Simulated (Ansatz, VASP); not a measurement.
Two plane-wave programs on CsBa3

The input INCAR:

```
SYSTEM = CsBa3
PREC = Accurate
ENCUT = 520
EDIFF = 1E-7
ISMEAR = 0
SIGMA = 0.1
LREAL = .False.
LASPH = .True.
NELM = 60
ALGO = Fast
ISIF = 2
LWAVE = .False.
LCHARG = .True.
GGA = PS
LELF = .True.
LVHAR = .True.
NBANDS = 28
```

Contents of KPOINTS:

```
regular mesh
0
Gamma
  6 6 6
  0 0 0
```

Contents of POSCAR:

```
CsBa3
1.0
    6.5139571610      0.0000000000      0.0000000000
    0.0000000000      6.5139571610      0.0000000000
    0.0000000000      0.0000000000      6.5139571610
Cs Ba
1 3
Direct
    0.0000000000      0.0000000000      0.0000000000
    0.0000000000      0.5000000000      0.5000000000
    0.5000000000      0.0000000000      0.5000000000
    0.5000000000      0.5000000000      0.0000000000
```

Input for Ansatz:

```yaml
crystal:
  lattice:
    - [6.513957161, 0.0, 0.0]
    - [0.0, 6.513957161, 0.0]
    - [0.0, 0.0, 6.513957161]
  atoms:
    - { symbol: Cs, position: [0.0, 0.0, 0.0] }
    - { symbol: Ba, position: [0.0, 0.5, 0.5] }
    - { symbol: Ba, position: [0.5, 0.0, 0.5] }
    - { symbol: Ba, position: [0.5, 0.5, 0.0] }
basis:
  ecutwfc: 420
kpoints:
  mp_grid: { grid: [6, 6, 6] }
hamiltonian:
  xc: pbesol
scf:
  occupations: { method: gaussian, width: 0.1 }
output:
  forces: true
  stress: true
  eigenvalues: true
```

Alike in both runs: task single point; functional PBEsol; k mesh 6 × 6 × 6; occupations gaussian, width 0.1 eV; no spin polarisation.

|  | VASP | Ansatz |
| --- | --- | --- |
| version | VASP 6.6.1 | Ansatz 0.2.0 |
| potentials or method | VASP PAW PBE potentials, release 64 (Cs_sv, Ba_sv) | scalar-relativistic, plane waves, PAW |
| plane-wave cutoff (eV) | 520 | 420 |
| valence electrons in the cell | 39 | 39 |

```tsv
	VASP	Ansatz	Ansatz less VASP
gap on the k mesh at the Fermi level (eV)	none	none	-
pressure (GPa)	-0.2	-0.3	-0.02
```

A gap of «none» marks a metal or a gap that the smearing closes.

Caveats: the PAW data sets were made with another functional, which shifts forces and pressure a little (VASP). The runs have no spin-orbit coupling, so splittings on Ba, Cs are missing.
